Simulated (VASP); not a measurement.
A VASP calculation is set up with these files.

**KPOINTS**
```
K-points
0
Gamma
9 9 9
0 0 0
```

### INCAR
```
ALGO = Normal
EDIFF = 1E-6
ENCUT = 520
GGA = PE
ISIF = 2
ISMEAR = 0
LASPH = .TRUE.
LCHARG = .FALSE.
LMAXMIX = 4
LREAL = .FALSE.
LWAVE = .FALSE.
NELM = 100
PREC = Accurate
SIGMA = 0.05
SYSTEM = CdO
```

File POSCAR:
```
CdO
3.4064260
  0.0000000000   0.7066773210   0.7075359923
  0.6797426394   0.0000000000   0.7075359923
  0.6797426394   0.7066773210   0.0000000000
Cd O
1 1
Cartesian
  0.0000000000   0.0000000000   0.0000000000
  0.6968871082   0.7066773210   0.7075359923
```

POTCAR, in this order: Cd O (PBE.64 set). Program: vasp_std.

Write an equivalent input for Ansatz.

One equivalent input (not run):
Ansatz 0.2 input:
```yaml
crystal:
  lattice:
    - [0.0000000, 2.4072440, 2.4101690]
    - [2.3154930, 0.0000000, 2.4101690]
    - [2.3154930, 2.4072440, 0.0000000]
  atoms:
    - { symbol: Cd, position: [0.0000000, 0.0000000, 0.0000000] }
    - { symbol: O, position: [0.4873890, 0.5126110, 0.5126110] }
kpoints:
  mp_grid: { grid: [9, 9, 9] }
hamiltonian:
  xc: pbe
  pseudopotentials: { kind: paw }
scf:
  occupations: { method: gaussian, width: 0.05 }
  max_iter: 100
output: { forces: true, stress: true, eigenvalues: true }
```
What does not carry over: each code has its own PAW files, so the cut-off isn't converted (ENCUT is set for VASP's; basis.ecutwfc is left out, and Ansatz then takes the one that its files recommend); Ansatz stops its SCF on the density residual and VASP on the energy change (EDIFF).

The compound is CdO in the rock salt structure. The cell was not relaxed at this level, atoms are displaced from their ideal sites.
